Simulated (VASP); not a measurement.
# Quasiparticle energies of AlN in VASP

How does the gap of AlN change from the starting functional to GW? The cell is of the zinc-blende type, one of the forms listed for this formula. The start is a computed cell from the Materials Project.

Main program and level: VASP 6.6.1; PBE; plane waves and PAW (Al_GW, N_GW), in the first sound run; inputs show where later runs differ.

Most raw output is cut from this account.

### Step 1. The structure

Symmetry: F-43m, No. 216, cubic system. Conventional cell: a = 4.368 Å, b = 4.368 Å, c = 4.368 Å, α = 90.00°, β = 90.00°, γ = 90.00°. Nearest to Al lie 4 N at 1.89 Å. Nearest to N lie 4 Al at 1.89 Å. Farther neighbours and most contacts between anions are not listed.

### Step 2. Ground state

The orbitals come from a self-consistent PBE run with a tight EDIFF and a narrow smearing. KPOINTS_OPT adds the bands along a path, which shows whether the mesh holds the band edges.

The input, INCAR:

```
SYSTEM = AlN
PREC = Accurate
ENCUT = 450
EDIFF = 1E-08
NELM = 100
ISMEAR = 0
SIGMA = 0.01
LREAL = .FALSE.
ALGO = Normal
GGA = PE
NBANDS = 10
LORBIT = 11
LWAVE = .TRUE.
LCHARG = .FALSE.
KPAR = 8
```

The input, POSCAR:

```
AlN
1.0
    0.0000000000      2.1839935596      2.1839935596
    2.1839935596      0.0000000000      2.1839935596
    2.1839935596      2.1839935596      0.0000000000
Al N
1 1
Direct
    0.0000000000      0.0000000000      0.0000000000
    0.7500000000      0.7500000000      0.7500000000
```

The input, KPOINTS:

```
Automatic mesh
0
Gamma
6 6 6
0 0 0
```

The input, KPOINTS_OPT:

```
Line mode
12
Line-mode
Reciprocal
  0.00000000   0.00000000   0.00000000 GAMMA
  0.50000000   0.00000000   0.50000000 X

  0.50000000   0.00000000   0.50000000 X
  0.50000000   0.25000000   0.75000000 W

  0.50000000   0.25000000   0.75000000 W
  0.37500000   0.37500000   0.75000000 K

  0.37500000   0.37500000   0.75000000 K
  0.00000000   0.00000000   0.00000000 GAMMA

  0.00000000   0.00000000   0.00000000 GAMMA
  0.50000000   0.50000000   0.50000000 L

  0.50000000   0.50000000   0.50000000 L
  0.62500000   0.25000000   0.62500000 U

  0.62500000   0.25000000   0.62500000 U
  0.50000000   0.25000000   0.75000000 W

  0.50000000   0.25000000   0.75000000 W
  0.50000000   0.50000000   0.50000000 L

  0.50000000   0.50000000   0.50000000 L
  0.37500000   0.37500000   0.75000000 K

  0.62500000   0.25000000   0.62500000 U
  0.50000000   0.00000000   0.50000000 X
```

PAW data sets: Al_GW and N_GW (PBE family, release 64).

Started as:

```bash
$ mpirun -np 8 vasp_std
```

The job ended after 2 s (8 MPI ranks of Intel Xeon 6975P-C (Granite Rapids), shared host; peak memory 1.1 GiB).

This step gave:

| Property | Result |
| --- | --- |
| free energy (TOTEN) | -14.86 eV |
| Fermi energy | 5.011 eV |
| pressure | 2.437 GPa |
| least gap on mesh and path | 3.314 eV |
| least direct gap on mesh and path | 4.187 eV |

The highest empty bands on the path are converged less tightly, to about 0.1 eV. The electronic bands at the labelled points (eV, zero at the valence-band top; v1 is the highest filled band, c1 the lowest empty one):

```csv
point,v3,v2,v1,c1,c2
Γ,0.00,0.00,0.00,4.19,12.55
0.45 of the way,-2.58,-0.85,-0.85,6.10,10.50
X,-4.91,-1.78,-1.78,3.31,8.61
0.45 of the way,-4.63,-2.31,-2.23,4.38,9.49
W,-3.78,-3.44,-2.70,6.04,11.42
0.45 of the way,-4.08,-3.50,-2.07,5.70,10.58
K,-4.26,-3.64,-1.37,5.16,10.10
0.45 of the way,-3.83,-1.76,-0.28,7.63,9.84
Γ,0.00,0.00,0.00,4.19,12.55
0.55 of the way,-3.64,-0.29,-0.29,6.63,10.79
L,-5.86,-0.48,-0.48,7.37,9.86
0.45 of the way,-5.41,-1.77,-0.78,7.41,8.95
U,-4.26,-3.64,-1.37,5.16,10.10
0.45 of the way,-4.13,-3.54,-1.89,5.57,10.43
W,-3.78,-3.44,-2.70,6.04,11.42
0.55 of the way,-5.27,-2.01,-1.00,7.31,9.03
L,-5.86,-0.48,-0.48,7.37,9.86
0.55 of the way,-5.22,-2.20,-0.89,6.95,9.34
K,-4.26,-3.64,-1.37,5.16,10.10
jump to U,-4.26,-3.64,-1.37,5.16,10.10
0.55 of the way,-4.77,-2.37,-1.69,3.85,9.06
X,-4.91,-1.78,-1.78,3.31,8.61
```

Of the projections kept (Al, N), the largest for each band there; the rest of the weight can lie on other orbitals:

```csv
point,v3,v2,v1,c1,c2
Γ,N 0.85,N 0.85,N 0.85,N 0.71,Al 1.00
X,N 0.58,N 0.75,N 0.75,Al 0.82,Al 1.00
W,N 0.57,N 0.72,N 0.68,N 0.61,N 0.65
K,N 0.58,N 0.66,N 0.77,Al 0.64,Al 0.57
Γ,N 0.85,N 0.85,N 0.85,N 0.71,Al 1.00
L,N 0.55,N 0.82,N 0.82,Al 0.65,N 0.82
```

The cell has a gap of 3.31 eV on mesh and path and a pressure of +2.4 GPa, which holds the misfit of the given cell and coordinates with this functional, and any error of cutoff, mesh and data sets.

### Step 3. Empty bands

ALGO = Exact makes the empty bands from the converged ground state in one step. LOPTICS writes the k-derivatives of the orbitals (WAVEDER), which give the long-wavelength limit of the screening.

The input, INCAR:

```
SYSTEM = AlN
PREC = Accurate
ENCUT = 450
ISMEAR = 0
SIGMA = 0.01
LREAL = .FALSE.
GGA = PE
NBANDS = 48
ALGO = Exact
NELM = 1
LWAVE = .TRUE.
LCHARG = .FALSE.
LOPTICS = .TRUE.
NEDOS = 1000
CSHIFT = 0.1
```

POSCAR is that of step 2.

KPOINTS is that of step 2.

Started as:

```bash
$ mpirun -np 8 vasp_std
```

Elapsed: 1.6 s, on 8 MPI ranks; peak memory 0.87 GiB; 8.8 s of CPU time.

The gap is read on the k-mesh alone, so it is an upper bound where the band edges lie off the mesh.

A gap read on the k-mesh alone can miss the band edges.

This step gave:

| Property | Result |
| --- | --- |
| gap on the k-mesh | 3.315 eV |
| least direct gap on the k-mesh | 4.187 eV |

WAVECAR now holds 48 bands for 8 electrons. Its independent-particle dielectric tensor has xx, yy, zz = 4.8, 4.8, 4.8 on this mesh, which isn't tested for convergence in mesh or bands and lacks local fields.

### Step 4. G0W0, ENCUTGW 100, bands in the sums 48

This step: G0W0 on PBE; plane waves and PAW (Al_GW, N_GW) (VASP 6.6.1).

G0W0 keeps orbitals and screening fixed and shifts each of the lowest NBANDSGW levels once.

The input, INCAR:

```
SYSTEM = AlN
PREC = Accurate
ENCUT = 450
ISMEAR = 0
SIGMA = 0.01
LREAL = .FALSE.
GGA = PE
NBANDS = 48
ALGO = EVGW0
NELMGW = 1
ENCUTGW = 100
NOMEGA = 48
PRECFOCK = Fast
NBANDSGW = 16
LWAVE = .FALSE.
LCHARG = .FALSE.
```

POSCAR is that of step 3.

KPOINTS is that of step 3.

Started as:

```bash
$ mpirun -np 8 vasp_std
```

Elapsed: 13 s, on 8 MPI ranks; peak memory 1.1 GiB.

Numbers from this step:

```
quasiparticle gap on the mesh                 : 4.451 eV
smallest direct quasiparticle gap on the mesh : 5.651 eV
gap of the starting orbitals on the mesh      : 3.315 eV
```

GW takes the gap from 3.315 to 4.451 eV. The value holds for 48 bands, ENCUTGW = 100 eV and this mesh, and isn't shown to be converged in them.

### Step 5. Empty bands

This step: PBE; plane waves and PAW (Al_GW, N_GW) (VASP 6.6.1).

The empty bands are made again, for the run that follows.

The input, INCAR:

```
SYSTEM = AlN
PREC = Accurate
ENCUT = 450
ISMEAR = 0
SIGMA = 0.01
LREAL = .FALSE.
GGA = PE
NBANDS = 80
ALGO = Exact
NELM = 1
LWAVE = .TRUE.
LCHARG = .FALSE.
LOPTICS = .TRUE.
NEDOS = 1000
CSHIFT = 0.1
```

POSCAR is that of step 4.

KPOINTS is that of step 4.

Started as:

```bash
$ mpirun -np 8 vasp_std
```

Elapsed: 1.8 s, on 8 MPI ranks; peak memory 0.89 GiB.

WAVECAR now holds 80 bands for 8 electrons.

### Step 6. G0W0, ENCUTGW 140, bands in the sums 80

This step: G0W0 on PBE; plane waves and PAW (Al_GW, N_GW) (VASP 6.6.1).

ENCUTGW rises to 140 eV and the bands with it, to about the number of plane waves under that cutoff.

The input, INCAR:

```
SYSTEM = AlN
PREC = Accurate
ENCUT = 450
ISMEAR = 0
SIGMA = 0.01
LREAL = .FALSE.
GGA = PE
NBANDS = 80
ALGO = EVGW0
NELMGW = 1
ENCUTGW = 140
NOMEGA = 48
PRECFOCK = Fast
NBANDSGW = 16
LWAVE = .FALSE.
LCHARG = .FALSE.
```

POSCAR is that of step 5.

KPOINTS is that of step 5.

Started as:

```bash
$ mpirun -np 8 vasp_std
```

Wall time 18 s (8 MPI ranks); peak memory 1.3 GiB.

The gap is now 4.599 eV, +148 meV against the GW run before.

### Step 7. Empty bands

This step: PBE; plane waves and PAW (Al_GW, N_GW) (VASP 6.6.1).

The input, INCAR:

```
SYSTEM = AlN
PREC = Accurate
ENCUT = 450
ISMEAR = 0
SIGMA = 0.01
LREAL = .FALSE.
GGA = PE
NBANDS = 120
ALGO = Exact
NELM = 1
LWAVE = .TRUE.
LCHARG = .FALSE.
LOPTICS = .TRUE.
NEDOS = 1000
CSHIFT = 0.1
```

POSCAR is that of step 6.

KPOINTS is that of step 6.

Started as:

```bash
$ mpirun -np 8 vasp_std
```

Elapsed: 1.6 s, on 8 MPI ranks; peak memory 0.87 GiB.

WAVECAR now holds 120 bands for 8 electrons.

### Step 8. G0W0, ENCUTGW 180, bands in the sums 120

This step: G0W0 on PBE; plane waves and PAW (Al_GW, N_GW) (VASP 6.6.1).

ENCUTGW rises to 180 eV and the bands with it, to about the number of plane waves under that cutoff.

The input, INCAR:

```
SYSTEM = AlN
PREC = Accurate
ENCUT = 450
ISMEAR = 0
SIGMA = 0.01
LREAL = .FALSE.
GGA = PE
NBANDS = 120
ALGO = EVGW0
NELMGW = 1
ENCUTGW = 180
NOMEGA = 48
PRECFOCK = Fast
NBANDSGW = 16
LWAVE = .FALSE.
LCHARG = .FALSE.
```

POSCAR is that of step 7.

KPOINTS is that of step 7.

Started as:

```bash
$ mpirun -np 8 vasp_std
```

The job ended after 26 s (8 MPI ranks; peak memory 1.5 GiB).

The gap is now 4.704 eV, +105 meV against the GW run before.

### Step 9. Empty bands

This step: PBE; plane waves and PAW (Al_GW, N_GW) (VASP 6.6.1).

The input, INCAR:

```
SYSTEM = AlN
PREC = Accurate
ENCUT = 450
ISMEAR = 0
SIGMA = 0.01
LREAL = .FALSE.
GGA = PE
NBANDS = 160
ALGO = Exact
NELM = 1
LWAVE = .TRUE.
LCHARG = .FALSE.
LOPTICS = .TRUE.
NEDOS = 1000
CSHIFT = 0.1
```

POSCAR is that of step 8.

KPOINTS is that of step 8.

Started as:

```bash
$ mpirun -np 8 vasp_std
```

Run time: 1.8 s. Hardware: 8 MPI ranks; peak memory 0.89 GiB.

WAVECAR now holds 160 bands for 8 electrons.

### Step 10. G0W0, ENCUTGW 220, bands in the sums 160

This step: G0W0 on PBE; plane waves and PAW (Al_GW, N_GW) (VASP 6.6.1).

ENCUTGW rises to 220 eV and the bands with it, to about the number of plane waves under that cutoff.

The input, INCAR:

```
SYSTEM = AlN
PREC = Accurate
ENCUT = 450
ISMEAR = 0
SIGMA = 0.01
LREAL = .FALSE.
GGA = PE
NBANDS = 160
ALGO = EVGW0
NELMGW = 1
ENCUTGW = 220
NOMEGA = 48
PRECFOCK = Fast
NBANDSGW = 16
LWAVE = .FALSE.
LCHARG = .FALSE.
```

POSCAR is that of step 9.

KPOINTS is that of step 9.

Started as:

```bash
$ mpirun -np 8 vasp_std
```

The job ended after 36 s (8 MPI ranks; peak memory 1.7 GiB).

The gap is now 4.772 eV, +68 meV against the GW run before.

### Step 11. Summary

This step: GW series: G0W0 on PBE; plane waves and PAW (VASP 6.6.1).

Derived from the runs above.

This step gave:

| Property | Result |
| --- | --- |
| gap extrapolated to a complete basis | 4.948 eV |
| direct gap extrapolated to a complete basis | 5.939 eV |

Cost is wall time times ranks on a shared host, with the step that makes the empty bands. GW runs:

```csv
level,bands,ENCUTGW (eV),NOMEGA,k mesh,starting gap (eV),quasiparticle gap (eV),direct gap (eV),cost (core minutes)
G0W0,48,100,48,6x6x6,3.315,4.451,5.651,1.92
G0W0,80,140,48,6x6x6,3.315,4.599,5.766,2.67
G0W0,120,180,48,6x6x6,3.315,4.705,5.824,3.68
G0W0,160,220,48,6x6x6,3.315,4.772,5.85,5.04
```

### Step 12. Results

| Quantity | Value |
| --- | --- |
| G0W0 on PBE, 160 bands, ENCUTGW 220 eV, NOMEGA 48, mesh 6×6×6 | 3.315 → 4.772 eV |
| G0W0 on PBE, 48 bands, ENCUTGW 100 eV, NOMEGA 48, mesh 6×6×6 | 3.315 → 4.451 eV |
| gap at a complete basis (linear in ENCUTGW^-3/2) | 4.95 eV |

G0W0 gives a quasiparticle gap of 4.772 eV on the mesh, 1.46 eV over the PBE gap on the same mesh. On mesh and path the starting valence top lies at Γ, or a path point next to it and level with it, and the conduction bottom at (0.5, 0.5, 0), so the starting gap is indirect. At the starting level the gap on the GW mesh lies within 20 meV of that on the path. The steps of the series move the gap by +148, +105, +68 meV; the last costs 1.4 times the one before. The last step lies outside a tolerance of 30 meV, picked for this account, and the last two together move the gap by +173 meV. Extrapolated from the last three points to a complete basis, the gap is 4.95 eV, +175 meV from the dearest run. The extrapolation removes the error of the response basis alone, at this mesh, ENCUT and data set. Not tabulated here, as repeats of values shown or as unfit to read for their mesh, reference level or band range: eps2 curves (empty bands); eps1 curves and static values (empty bands); gaps (empty bands).

[Lines on the potential files, build, host, timing and source positions are cut from VASP's logs without a mark.]

[Logs are printed without paths, hosts, clocks, repeated set-up lines and the standing remarks that a program may print on its own settings, such as how far it seeks lower states.]

[Hosts, paths, dates, database ids (printed as entryN), source tags and the programs' standing remarks are cut or masked in the printed files.]

[Pressures printed for these runs are not shown converged in the cutoff: they can be off by several GPa and have the wrong sign.]
